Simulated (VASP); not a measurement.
Method: LDA (Ceperley-Alder, Perdew-Zunger), VASP's LDA PAW potentials (set 64) (plane waves; VASP).

Input for VASP

### INCAR
```
SYSTEM = KTaO3
PREC = Accurate
ENCUT = 520
EDIFF = 1E-8
NELM = 100
ALGO = Normal
LREAL = .FALSE.
LASPH = .TRUE.
ISMEAR = 0
SIGMA = 0.01
LMAXMIX = 6
LWAVE = .FALSE.
LCHARG = .FALSE.
IBRION = 8
NSW = 1
LEPSILON = .TRUE.
```

File POSCAR:
```
KTaO3
1
    3.9606335670     0.0000000000     0.0000000000
    0.0000000000     3.9606335670     0.0000000000
    0.0000000000     0.0000000000     3.9606335670
K Ta O
1 1 3
Direct
  0.5000000000   0.5000000000   0.5000000000
  0.0000000000   0.0000000000   0.0000000000
  0.0000000000   0.5000000000   0.0000000000
  0.5000000000   0.0000000000   0.0000000000
  0.0000000000   0.0000000000   0.5000000000
```

File KPOINTS:
```
Automatic mesh
0
Gamma
6 6 6
0 0 0
```

POTCAR, in this order: K_sv Ta_pv O (LDA.64 set). Program: vasp_std.

The run wrote:

File OSZICAR:
```
...
RMM:  21    -0.822853481677E+00   -0.16714E-06   -0.23967E-07  2296   0.514E-04    0.484E-05
RMM:  22    -0.822853575624E+00   -0.93947E-07   -0.16562E-06  2374   0.486E-04    0.230E-05
RMM:  23    -0.822853698381E+00   -0.12276E-06    0.15086E-06  2169   0.460E-04    0.112E-05
RMM:  24    -0.822853721881E+00   -0.23499E-07   -0.15686E-06  2042   0.448E-04    0.703E-06
 Linear response DOF=           4
 Linear response progress:
  Degree of freedom:   1/  4
       N       E                     dE             d eps       ncg     rms          rms(c)
RMM:   1    -0.305450679599E+00   -0.30545E+00    0.18389E-01  3086   0.307E+00
RMM:   2    -0.306063411324E+00   -0.61273E-03   -0.46705E-02  3155   0.791E-01    0.502E-02
RMM:   3    -0.306682721018E+00   -0.61931E-03   -0.44397E-03  3349   0.242E-01    0.253E-02
RMM:   4    -0.306891335882E+00   -0.20861E-03   -0.84859E-04  3596   0.741E-02    0.201E-02
RMM:   5    -0.306918197805E+00   -0.26862E-04   -0.22140E-04  3614   0.357E-02    0.115E-02
RMM:   6    -0.306911568905E+00    0.66289E-05   -0.56128E-05  3612   0.189E-02    0.167E-03
RMM:   7    -0.306909739119E+00    0.18298E-05   -0.21471E-05  3646   0.916E-03    0.180E-03
RMM:   8    -0.306900631951E+00    0.91072E-05    0.62624E-06  3683   0.505E-03    0.522E-04
RMM:   9    -0.306901131002E+00   -0.49905E-06   -0.81421E-06  3610   0.304E-03    0.103E-03
RMM:  10    -0.306896369858E+00    0.47611E-05    0.10498E-06  3621   0.182E-03    0.248E-04
RMM:  11    -0.306894961434E+00    0.14084E-05    0.35815E-07  3840   0.106E-03    0.155E-04
RMM:  12    -0.306895225656E+00   -0.26422E-06    0.81220E-08  3820   0.602E-04    0.274E-04
RMM:  13    -0.306894761677E+00    0.46398E-06    0.16532E-07  3783   0.401E-04    0.236E-04
RMM:  14    -0.306894664878E+00    0.96799E-07   -0.91556E-08  3825   0.259E-04    0.231E-04
RMM:  15    -0.306893785353E+00    0.87952E-06   -0.11367E-07  3684   0.225E-04    0.733E-05
RMM:  16    -0.306893638518E+00    0.14684E-06    0.93724E-08  3750   0.145E-04    0.583E-05
RMM:  17    -0.306893223869E+00    0.41465E-06   -0.10446E-08  3807   0.129E-04    0.241E-05
RMM:  18    -0.306893135463E+00    0.88406E-07   -0.20862E-08  3683   0.953E-05    0.347E-05
RMM:  19    -0.306893150142E+00   -0.14679E-07    0.12851E-08  3523   0.829E-05    0.295E-05
RMM:  20    -0.306893172597E+00   -0.22455E-07    0.20428E-08  3772   0.769E-05    0.236E-05
RMM:  21    -0.306893206034E+00   -0.33437E-07    0.21197E-08  3686   0.715E-05    0.178E-05
RMM:  22    -0.306893270770E+00   -0.64736E-07    0.44521E-08  3892   0.694E-05    0.551E-06
RMM:  23    -0.306893293868E+00   -0.23099E-07    0.46965E-08  3676   0.646E-05    0.208E-06
RMM:  24    -0.306893287036E+00    0.68318E-08    0.19346E-08  3166   0.617E-05    0.203E-06
 Linear response progress:
  Degree of freedom:   2/  4
       N       E                     dE             d eps       ncg     rms          rms(c)
RMM:   1    -0.190064211236E+00   -0.19006E+00    0.76833E+00  2272   0.169E+01
RMM:   2    -0.212019316908E+00   -0.21955E-01   -0.37665E-02  2831   0.126E+00    0.168E-01
RMM:   3    -0.210886890323E+00    0.11324E-02   -0.18022E-03  3056   0.214E-01    0.920E-02
RMM:   4    -0.209978557313E+00    0.90833E-03   -0.35258E-04  3386   0.978E-02    0.288E-02
RMM:   5    -0.209752236353E+00    0.22632E-03   -0.49460E-05  3565   0.289E-02    0.576E-03
RMM:   6    -0.209736758500E+00    0.15478E-04   -0.98015E-06  3652   0.983E-03    0.232E-03
RMM:   7    -0.209733765143E+00    0.29934E-05   -0.36823E-06  3581   0.459E-03    0.704E-04
RMM:   8    -0.209734123196E+00   -0.35805E-06   -0.83199E-07  3830   0.232E-03    0.296E-04
RMM:   9    -0.209735002448E+00   -0.87925E-06    0.69778E-07  3830   0.145E-03    0.877E-05
RMM:  10    -0.209735369500E+00   -0.36705E-06   -0.56391E-07  3790   0.954E-04    0.340E-05
RMM:  11    -0.209735484270E+00   -0.11477E-06    0.13389E-07  4037   0.665E-04    0.251E-05
RMM:  12    -0.209735549994E+00   -0.65724E-07   -0.25861E-07  4106   0.464E-04    0.212E-05
RMM:  13    -0.209735589760E+00   -0.39766E-07   -0.17722E-07  3863   0.363E-04    0.609E-06
RMM:  14    -0.209735599058E+00   -0.92980E-08   -0.96574E-08  4103   0.275E-04    0.114E-05
 Linear response progress:
  Degree of freedom:   3/  4
       N       E                     dE             d eps       ncg     rms          rms(c)
RMM:   1    -0.365585052203E+00   -0.36559E+00    0.22647E-01  5502   0.285E+00
RMM:   2    -0.359866284913E+00    0.57188E-02   -0.16450E-02  4832   0.510E-01    0.122E-01
RMM:   3    -0.361201018837E+00   -0.13347E-02   -0.28346E-03  4744   0.178E-01    0.585E-02
RMM:   4    -0.362587306763E+00   -0.13863E-02   -0.65496E-04  4825   0.115E-01    0.155E-02
RMM:   5    -0.362694468895E+00   -0.10716E-03   -0.10565E-04  5655   0.353E-02    0.619E-03
RMM:   6    -0.362694644280E+00   -0.17539E-06   -0.19316E-05  6032   0.124E-02    0.325E-03
RMM:   7    -0.362684401752E+00    0.10243E-04   -0.46308E-06  5591   0.656E-03    0.586E-04
RMM:   8    -0.362687079451E+00   -0.26777E-05   -0.20769E-06  6114   0.307E-03    0.395E-04
RMM:   9    -0.362687298561E+00   -0.21911E-06   -0.12888E-06  6238   0.169E-03    0.156E-04
RMM:  10    -0.362687535624E+00   -0.23706E-06   -0.20118E-06  6325   0.107E-03    0.965E-05
RMM:  11    -0.362687336812E+00    0.19881E-06   -0.40384E-07  6275   0.699E-04    0.672E-05
RMM:  12    -0.362687429559E+00   -0.92747E-07   -0.16409E-06  6390   0.488E-04    0.279E-05
RMM:  13    -0.362687346528E+00    0.83031E-07   -0.10726E-07  6329   0.330E-04    0.224E-05
RMM:  14    -0.362687428232E+00   -0.81704E-07   -0.24748E-07  6346   0.246E-04    0.152E-05
RMM:  15    -0.362687421493E+00    0.67391E-08   -0.59820E-08  6150   0.182E-04    0.718E-06
 Linear response progress:
  Degree of freedom:   4/  4
       N       E                     dE             d eps       ncg     rms          rms(c)
RMM:   1    -0.378489639792E+00   -0.37849E+00    0.29870E-01  3528   0.311E+00
RMM:   2    -0.369125342573E+00    0.93643E-02   -0.20967E-02  3046   0.591E-01    0.209E-01
RMM:   3    -0.370547914202E+00   -0.14226E-02   -0.47624E-03  2769   0.286E-01    0.113E-01
RMM:   4    -0.372242839378E+00   -0.16949E-02   -0.13308E-03  2903   0.166E-01    0.404E-02
RMM:   5    -0.372633653507E+00   -0.39081E-03   -0.13749E-04  3230   0.539E-02    0.660E-03
RMM:   6    -0.372635741543E+00   -0.20880E-05   -0.23592E-05  3502   0.142E-02    0.462E-03
RMM:   7    -0.372599639405E+00    0.36102E-04   -0.61657E-06  3075   0.817E-03    0.148E-03
RMM:   8    -0.372613671229E+00   -0.14032E-04   -0.41256E-06  3371   0.397E-03    0.249E-04
RMM:   9    -0.372615899806E+00   -0.22286E-05    0.45099E-06  3822   0.175E-03    0.162E-04
RMM:  10    -0.372616188803E+00   -0.28900E-06   -0.12538E-06  3783   0.946E-04    0.668E-05
RMM:  11    -0.372615115084E+00    0.10737E-05    0.94460E-07  3705   0.605E-04    0.412E-05
RMM:  12    -0.372615252553E+00   -0.13747E-06   -0.89447E-07  4095   0.402E-04    0.280E-05
RMM:  13    -0.372615272462E+00   -0.19910E-07    0.27175E-07  3916   0.282E-04    0.163E-05
RMM:  14    -0.372615360705E+00   -0.88242E-07   -0.24145E-07  3995   0.215E-04    0.656E-06
RMM:  15    -0.372615369403E+00   -0.86983E-08    0.27482E-07  3951   0.171E-04    0.846E-06
RMM:  16    -0.372615396057E+00   -0.26654E-07   -0.13386E-07  3804   0.146E-04    0.479E-06
RMM:  17    -0.372615437254E+00   -0.41197E-07   -0.82387E-08  3767   0.133E-04    0.503E-06
RMM:  18    -0.372615417526E+00    0.19728E-07   -0.54205E-08  3667   0.122E-04    0.309E-06
RMM:  19    -0.372615420640E+00   -0.31140E-08   -0.65995E-10  3165   0.115E-04    0.337E-06
 Linear response finished
```

### OUTCAR
```
------------------------ aborting loop because EDIFF is reached ----------------------------------------

 HEAD OF MICROSCOPIC STATIC DIELECTRIC TENSOR (INDEPENDENT PARTICLE, excluding Hartree and local field effects)
 ------------------------------------------------------
           5.800755     0.000000    -0.000000
           0.000000     5.800755    -0.000000
           0.000000     0.000000     5.800755
 ------------------------------------------------------

 MACROSCOPIC STATIC DIELECTRIC TENSOR (including local field effects in DFT)
 ------------------------------------------------------
           5.609171     0.000000     0.000000
          -0.000000     5.609171     0.000000
          -0.000000    -0.000000     5.609171
 ------------------------------------------------------

 PIEZOELECTRIC TENSOR (including local field effects)  for field in x, y, z        (e  Angst)
          XX          YY          ZZ          XY          YZ          ZX
  --------------------------------------------------------------------------------
  x     0.00000     0.00000     0.00000     0.00000     0.00000     0.00000
  y     0.00000     0.00000     0.00000     0.00000     0.00000     0.00000
  z     0.00000     0.00000     0.00000     0.00000     0.00000     0.00000

 PIEZOELECTRIC TENSOR (including local field effects)  for field in x, y, z        (C/m^2)
          XX          YY          ZZ          XY          YZ          ZX
  --------------------------------------------------------------------------------
  x     0.00000     0.00000     0.00000     0.00000     0.00000     0.00000
  y     0.00000     0.00000     0.00000     0.00000     0.00000     0.00000
  z     0.00000     0.00000     0.00000     0.00000     0.00000     0.00000

 BORN EFFECTIVE CHARGES (including local field effects) (in |e|, cummulative output)
 ---------------------------------------------------------------------------------
 ion    1
    1     1.15743    -0.00000     0.00000
    2     0.00000     1.15743    -0.00000
    3     0.00000     0.00000     1.15743
 ion    2
    1     8.85962    -0.00000    -0.00000
    2     0.00000     8.85962    -0.00000
    3     0.00000    -0.00000     8.85962
 ion    3
    1    -1.70721     0.00000     0.00000
    2    -0.00000    -6.60262     0.00000
    3     0.00000     0.00000    -1.70721
 ion    4
    1    -6.60262     0.00000     0.00000
    2    -0.00000    -1.70721    -0.00000
    3     0.00000    -0.00000    -1.70721
 ion    5
    1    -1.70721     0.00000    -0.00000
    2     0.00000    -1.70721    -0.00000
    3     0.00000     0.00000    -6.60262

   1 f  =   16.662580 THz   104.694081 2PiTHz  555.803857 cm-1    68.910865 meV
             X         Y         Z           dx          dy          dz
      1.980317  1.980317  1.980317    -0.000305   -0.012727    0.000000
      0.000000  0.000000  0.000000    -0.000982   -0.041044   -0.000000
      0.000000  1.980317  0.000000    -0.008460    0.864701    0.000000
      1.980317  0.000000  0.000000     0.020695   -0.353464    0.000000
      0.000000  0.000000  1.980317    -0.008460   -0.353464    0.000000

   2 f  =   16.662580 THz   104.694081 2PiTHz  555.803857 cm-1    68.910865 meV
             X         Y         Z           dx          dy          dz
      1.980317  1.980317  1.980317     0.012727   -0.000305    0.000000
      0.000000  0.000000  0.000000     0.041044   -0.000982    0.000000
      0.000000  1.980317  0.000000     0.353464    0.020695    0.000000
      1.980317  0.000000  0.000000    -0.864701   -0.008460   -0.000000
      0.000000  0.000000  1.980317     0.353464   -0.008460    0.000000

   3 f  =   16.662580 THz   104.694081 2PiTHz  555.803857 cm-1    68.910865 meV
             X         Y         Z           dx          dy          dz
      1.980317  1.980317  1.980317     0.000000    0.000000   -0.012731
      0.000000  0.000000  0.000000     0.000000    0.000000   -0.041055
      0.000000  1.980317  0.000000     0.000000   -0.000000   -0.353565
      1.980317  0.000000  0.000000    -0.000000    0.000000   -0.353565
      0.000000  0.000000  1.980317     0.000000    0.000000    0.864948

   4 f  =    7.305753 THz    45.903401 2PiTHz  243.693696 cm-1    30.214154 meV
             X         Y         Z           dx          dy          dz
      1.980317  1.980317  1.980317    -0.000000   -0.000000    0.000000
      0.000000  0.000000  0.000000    -0.000000   -0.000000   -0.000000
      0.000000  1.980317  0.000000    -0.299911    0.000000   -0.226804
      1.980317  0.000000  0.000000    -0.000000    0.598844    0.226804
      0.000000  0.000000  1.980317     0.299911   -0.598844    0.000000

   5 f  =    7.305753 THz    45.903401 2PiTHz  243.693696 cm-1    30.214154 meV
             X         Y         Z           dx          dy          dz
      1.980317  1.980317  1.980317    -0.000000   -0.000000    0.000000
      0.000000  0.000000  0.000000    -0.000000    0.000000    0.000000
      0.000000  1.980317  0.000000    -0.634954    0.000000    0.191023
      1.980317  0.000000  0.000000    -0.000000   -0.245648   -0.191023
      0.000000  0.000000  1.980317     0.634954    0.245648   -0.000000

   6 f  =    7.305753 THz    45.903401 2PiTHz  243.693696 cm-1    30.214154 meV
             X         Y         Z           dx          dy          dz
      1.980317  1.980317  1.980317    -0.000000   -0.000000    0.000000
      0.000000  0.000000  0.000000    -0.000000    0.000000   -0.000000
      0.000000  1.980317  0.000000     0.082985    0.000000    0.641927
      1.980317  0.000000  0.000000     0.000000    0.284681   -0.641927
      0.000000  0.000000  1.980317    -0.082985   -0.284681    0.000000

   7 f  =    5.447296 THz    34.226369 2PiTHz  181.702231 cm-1    22.528195 meV
             X         Y         Z           dx          dy          dz
      1.980317  1.980317  1.980317    -0.884579   -0.176694    0.039351
      0.000000  0.000000  0.000000     0.227833    0.045510   -0.010135
      0.000000  1.980317  0.000000     0.217470    0.035073   -0.009674
      1.980317  0.000000  0.000000     0.175585    0.043440   -0.009674
      0.000000  0.000000  1.980317     0.217470    0.043440   -0.007811

   8 f  =    5.447296 THz    34.226369 2PiTHz  181.702231 cm-1    22.528195 meV
...
```
(Selected blocks of OUTCAR.)

The dielectric response may not be converged in the k-mesh; for small gaps it tends to come out too large.

The structure comes from a computed database's KTaO3 entry (Pm-3m); how it stands against other phases isn't given here. It was relaxed first.
